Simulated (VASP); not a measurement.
OSZICAR of a VASP run on LaGe₂ (atoms displaced from the space group 139 structure):

**OSZICAR**
```
       N       E                     dE             d eps       ncg     rms          rms(c)
DAV:   1     0.291356365611E+03    0.29136E+03   -0.13293E+04  8210   0.271E+03
DAV:   2     0.410920294165E+02   -0.25026E+03   -0.24678E+03 10007   0.512E+02
DAV:   3    -0.107284778875E+02   -0.51821E+02   -0.51156E+02 12058   0.194E+02
DAV:   4    -0.142196930377E+02   -0.34912E+01   -0.33494E+01 13938   0.454E+01
DAV:   5    -0.144422292952E+02   -0.22254E+00   -0.21925E+00 12009   0.901E+00    0.394E+00
DAV:   6    -0.142665428171E+02    0.17569E+00   -0.10318E+00 14017   0.917E+00    0.213E+00
DAV:   7    -0.142597093011E+02    0.68335E-02   -0.79172E-02 10864   0.309E+00    0.113E+00
DAV:   8    -0.142589101956E+02    0.79911E-03   -0.33662E-02 13596   0.336E+00    0.181E-01
DAV:   9    -0.142594297023E+02   -0.51951E-03   -0.40246E-03 14429   0.115E+00    0.120E-01
DAV:  10    -0.142597263049E+02   -0.29660E-03   -0.10392E-03 11673   0.307E-01    0.525E-02
DAV:  11    -0.142597498380E+02   -0.23533E-04   -0.18550E-04 14319   0.203E-01    0.137E-02
DAV:  12    -0.142597477232E+02    0.21148E-05   -0.17913E-05 11064   0.436E-02    0.418E-03
DAV:  13    -0.142597474788E+02    0.24447E-06   -0.13476E-06  7816   0.316E-02
   1 F= -.14259747E+02 E0= -.14246187E+02  d E =-.271218E-01
```

Q: Which electronic solver shows in the log?

A: It is blocked Davidson (ALGO = Normal, or the opening steps of other solvers). The INCAR had ALGO = Normal.

Q: Can the final energy be trusted as converged?

A: The run converged. It stopped with EDIFF = 1E-6, NELM = 100 (PBE GGA, plane waves, VASP's PBE PAW potentials (set 64)).

The structure was generated: LaGe2 was put into an ordered model structure, which need not be its known phase. The cell was not relaxed at this level, atoms are displaced from their ideal sites. The k-mesh is coarse (spacing up to 0.33 per Å, 2π included), so the numbers may not be converged in it. The electron count is odd and the run is not spin-polarised, which forces a metal.
